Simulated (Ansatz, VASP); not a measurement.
## Sn2TeO3 in VASP and in Ansatz

```
Sn Te O
1.0
     6.14391    0.00000    0.00000
    -3.07195    5.32078    0.00000
     0.00000    0.00000    3.39574
Sn Te O
2 1 3
Direct
  0.66667 0.33333 0.42070
  0.33333 0.66667 0.42070
  0.00000 0.00000 0.06683
  0.00000 0.50000 0.08725
  0.50000 0.00000 0.08725
  0.50000 0.50000 0.08725
```

Change from the starting cell: species swapped into the NaSn2Pd3 type (P6mm, No. 183).

Alike in both runs: functional PBE; k mesh 6 × 6 × 4; occupations gaussian, width 0.1 eV; no spin polarisation.

Ansatz relaxed the structure, and its values are those at the end. VASP's run is a single point on that final structure, the one shown.

|  | VASP | Ansatz |
| --- | --- | --- |
| version | VASP 6.6.1 | Ansatz 0.2.0 |
| potentials or method | VASP PAW PBE potentials, release 64 (Sn_d, Te, O) | scalar-relativistic, plane waves, PAW |
| plane-wave cutoff (eV) | 520 | 420 |
| valence electrons in the cell | 52 | 62 |

VASP gave:

| Item | Value |
| --- | --- |
| gap on the k mesh at the Fermi level (eV) | none |
| pressure (GPa) | 0.1 |
| rms of the force components (eV/Å) | 0.030 |

Question: Which values does Ansatz return?

Answer: gap on the k mesh at the Fermi level (eV): none; pressure (GPa): 0.0; rms of the force components (eV/Å): 0.004.

A gap of «none» marks a metal or a gap that the smearing closes. The two sets of potentials don't hold the same shells in valence.

Caveats: the k mesh is coarse (spacing up to 0.46 Å⁻¹), so the values aren't converged. The runs have no spin-orbit coupling, so splittings on Te are missing.
